Q: I want the bulk modulus of WSe₂, its resistance to a change of volume. The recipe I know is to relax the crystal once, scale the whole cell evenly to several volumes, and read the modulus from the curvature of the energy. The column "energy drop per atom" looks like just such a curve, with its minimum at 20.449 Å³/atom. May I use it?

VASP 6.6.1, PBEsol without dispersion correction or spin–orbit coupling, for bulk WSe₂ (P6₃/mmc, six-atom cell), with PAW PBE potentials, 600 eV cutoff, 9×9×2 k mesh and Gaussian smearing of 0.03 eV. Cell shape and atoms are relaxed at fixed volume; at 20.449 Å³/atom the volume is relaxed too. The energy drop is counted from each run's own starting cell.

```
volume (relaxed cell) (Å³/atom)  c/a (relaxed cell)  shortest distance (relaxed cell) (Å)  energy drop per atom (meV)
                         19.221              3.8879                                 2.518                      28.100
                         19.631              3.9313                                 2.522                      12.300
                         20.039              3.9831                                 2.525                       3.000
                         20.449              4.0384                                 2.526                       0.000
                         20.857              4.1030                                 2.528                       3.000
                         21.266              4.1769                                 2.528                      11.800
                         21.675              4.2513                                 2.529                      26.000
```

A: No, although the resemblance is instructive. Each of the other runs starts from the relaxed cell at 20.449 Å³/atom, scaled evenly to a new volume. The volume is then held while the shape of the cell and the atoms inside it relax. The column gives the energy released on the way, so it is the error of your recipe, volume by volume. The zero in the middle is there by construction, because that run starts from a cell already relaxed.

Q: Is the error large compared with the energy I am after?

A: It is much larger. Take the row at 21.675 Å³/atom, where the crystal is expanded by 6%. After relaxation it lies only 3.1 meV per atom above the minimum, as the final energies of the same runs show. Before relaxation it stood higher by the listed drop of 26.0 meV, at 29.1 meV in all. Your recipe would have charged more than nine times the true price of the expansion.

The row at 19.221 Å³/atom, compressed by 6%, tells the same story less drastically. The evenly scaled cell costs 36.7 meV per atom and the relaxed one 8.6 meV, a factor of a little over four.

Q: What is wrong with the evenly scaled cell?

A: Its bonds have the wrong length. Even scaling multiplies every distance by the cube root of the volume ratio, which is 1.020 for the expanded row. The W–Se bond, the shortest distance in the table, is thereby stretched from 2.526 to 2.576 Å. Relaxation brings it back to 2.529 Å, almost to where it began.

The volume is fixed, so the space given up by the bonds must reappear elsewhere. It reappears between the layers. Each layer is a sheet of W between two sheets of Se, and its thickness follows from the bond length d and the in-plane cell edge a:

thickness = 2 √(d² − a²/3)

This thickness changes by only about 0.01 Å over the whole series. The gap between facing Se sheets was 3.26 Å at the minimum; even scaling would make it 1.020 × 3.258 = 3.32 Å, but relaxation opens it to 3.62 Å. That is why c/a, the height of the two-layer cell over its in-plane edge, rises from row to row.

Q: Why does the crystal prefer to open the gap?

A: Within a layer, W and Se share electrons in covalent bonds, whose energy rises steeply when they are stretched or squeezed. Facing Se sheets touch only through closed shells, and that contact is soft. Think of a stiff and a soft spring joined end to end. If you pull on the ends, both carry the same force and the soft one does nearly all the stretching. Even scaling instead forces the same fractional stretch on both, and the stiff spring then dominates the bill.

The springs stand for the direction across the layers. Along the layers there is no soft spring to take the strain, but the cell can undo most of the in-plane stretch by growing taller at the same volume, and that too opens the gap.

The picture also tells you when the recipe is safe. In rock salt, symmetry fixes both the cubic shape and the atomic positions, so there is nothing to relax and even scaling is exact. An error can arise wherever the shape or the positions are free to relax, and it becomes large when a crystal can shift strain from stiff parts to soft ones.

Q: How wrong would my modulus be?

A: We can work it out from the two outer rows. Near the minimum, at volume V₀, the energy per atom is

E = B (V − V₀)² / (2V₀)

where B is the bulk modulus. Adding the energies E₊ and E₋ at equal steps h above and below V₀ gives

B = V₀ (E₊ + E₋) / h²

Here h = (21.675 − 19.221)/2 = 1.227 Å³. The evenly scaled cells give E₊ + E₋ = 29.10 + 36.66 = 65.8 meV, and therefore

B = 20.449 × 0.0658 / 1.227² = 0.894 eV/Å³ = 143 GPa

The relaxed energies add up to only 11.65 meV, and the same formula gives 25 GPa. The recipe makes the crystal look almost six times too stiff. The excess contains both the frozen cell shape and the frozen atoms inside it, and these data do not separate the two. The 143 GPa should therefore not be compared with an equal-strain average of measured elastic constants, because in a measurement the atoms are free to move.

Q: Would smaller steps cure it?

A: No, and this is the treacherous part. Averaged over compression and expansion, the drop at 6% is nine times the drop at 2%, as for a square law. The true energy also grows roughly as the square, so the ratio of the two does not improve as the steps shrink. With steps of 2% the recipe still gives 141 GPa. A drop of 3.0 meV looks harmless there, but the energy being measured is below 1 meV.

What survives is the position of the minimum. An error that grows as the square of the step has no slope at the start, so it does not shift the equilibrium volume. This holds only because the scaling began from a fully relaxed cell.

Q: If I had only the evenly scaled cells, what would warn me?

A: Not the shape of the curve, which is smooth and only somewhat steeper on compression, as a sound energy curve would be. Forces on the atoms, or a stress that differs along and across the layers, would show that the cells are not at rest, though not how much energy that costs. To learn the cost, let one scaled cell relax at fixed volume and compare the energy released with the energy that remains. A change in c/a is a second sign. A third is the pressure left after relaxation: its fall with volume, multiplied by V₀, gives 24.9 GPa at 2% steps, close to the 23.9 GPa from the relaxed energies and far from the 141 GPa of the recipe. The mean pressure of the unrelaxed cells would not warn you, because it is the slope of the same evenly scaled curve. The output below sets these readings side by side.

The pressure also shows what the error means in practice. At 19.631 Å³/atom the relaxed crystal is compressed by 4% and carries 1.41 GPa. With a modulus of 143 GPa you would have predicted a compression of only about 1% at that pressure, since 1.41/143 is about 0.01.

Q: So 25 GPa is the value I should use?

A: It describes this calculation near its minimum, but even there one number is not the whole story. A parabola would give the two outer rows the same energy, about 6 meV per atom, whereas the relaxed cells have 8.6 meV on compression and 3.1 meV on expansion. Facing Se sheets repel each other ever more strongly when pushed together, while the pull that resists their parting grows ever more slowly: the tension is 0.33, 0.51 and 0.63 GPa in the three expanded rows. For large compressions you need the full curve.

The greater doubt concerns the functional. This is PBEsol without a dispersion term, so the long-range attraction between layers is missing. It is missing in precisely the part of the crystal that takes up the volume change.

Q: Can I see that second failure in the table?

A: You cannot, because every row shares it, and neither a calculation with dispersion nor a measurement stands beside them. What the numbers do show is how exposed the result is. Going from 20.449 to 20.039 Å³/atom shortens c by 0.21 Å, yet it takes only 0.66 GPa and costs 0.8 meV per atom. A missing attraction of that modest size would matter for the layer spacing while leaving the W–Se bond nearly unchanged.

Theory suggests the direction: without this attraction the layers tend to sit too far apart and the gap to be too soft, although other errors of the functional may offset part of it. A stiffer gap would raise the relaxed modulus and probably narrow its distance from the evenly scaled value. To find out by how much, the relaxed series would have to be repeated with dispersion included. Relaxing each cell removes the error of the recipe, but it cannot supply a force that the functional lacks.

Printed output of the fit:

```
Energies above the minimum and final pressure:
     row  volume change %  evenly scaled meV/atom  relaxed meV/atom  pressure GPa
  19.221           -6.005                   36.66             8.555          2.58
  19.631               -4                   15.73              3.43         1.412
  20.039           -2.005                   3.803            0.8033        0.6632
  20.449                0                       0                 0       0.01634
  20.857            1.995                   3.418            0.4183        -0.333
  21.266            3.995                   13.38             1.578       -0.5094
  21.675            5.995                    29.1             3.097        -0.632
Geometry in Å:
     row      a      c  W-Se evenly scaled  W-Se relaxed  layer thickness  interlayer gap
  19.221  3.248  12.63               2.474         2.518            3.361           2.952
  19.631  3.258  12.81               2.492         2.522            3.359           3.046
  20.039  3.267  13.01               2.509         2.525            3.358           3.148
  20.449  3.274  13.22               2.526         2.526            3.352           3.258
  20.857  3.278  13.45               2.543         2.528            3.352           3.372
  21.266   3.28   13.7               2.559         2.528             3.35           3.499
  21.675  3.281  13.95               2.576         2.529            3.351           3.623
Mean drop at 4 % over mean drop at 2 % volume change (square law gives 4): 4.017
Mean drop at 6 % over mean drop at 2 % volume change (square law gives 9): 9.017
Evenly scaled over relaxed energy at the smallest volume: 4.285
Evenly scaled over relaxed energy at the largest volume: 9.396
Apparent bulk modulus from evenly scaled cells at 2 % steps in GPa: 141.4
Bulk modulus from relaxed energies at 2 % steps in GPa: 23.93
Bulk modulus from final pressures at 2 % steps in GPa: 24.9
Apparent bulk modulus from evenly scaled cells at 6 % steps in GPa: 143.1
Bulk modulus from relaxed energies at 6 % steps in GPa: 25.36
Evenly scaled over relaxed modulus at 2 % steps: 5.911
Evenly scaled over relaxed modulus at 6 % steps: 5.643
Opening of the interlayer gap over the whole series in Å: 0.6717
Change of layer thickness over the whole series in Å: -0.01038
Shortening of c from 20.449 to 20.039 Å³/atom in Å: 0.2091
```
